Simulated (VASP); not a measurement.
Energy against volume of CsBr (CsCl type). These are PBE GGA with D3 dispersion (zero damping), VASP's PBE PAW potentials (set 64) (plane waves; VASP) values and carry that method's errors. Settings: 520 eV cut-off, 6×6×6 Γ-centred mesh, Gaussian smearing of 0.050 eV, potentials Cs_sv Br.

| V (Å³/atom) | E (eV/atom) |
|---|---|
| 41.034 | -3.27560 |
| 42.303 | -3.27746 |
| 43.572 | -3.27622 |
| 44.841 | -3.27228 |

Question: Fit these four points and predict the energy of the run at 39.764 Å³/atom.

Answer: A cubic in V^(−2/3), the third-order Birch-Murnaghan form, passes through the four points with V0 = 42.40 Å³/atom and B0 = 13 GPa, and gives -3.2702 eV/atom there. The run gave -3.2701 eV/atom, +0.0 meV/atom from the fit; all five points give B0 = 13 GPa.

The compound is CsBr in the CsCl type structure. It was relaxed first, which changed the volume by +7 %.
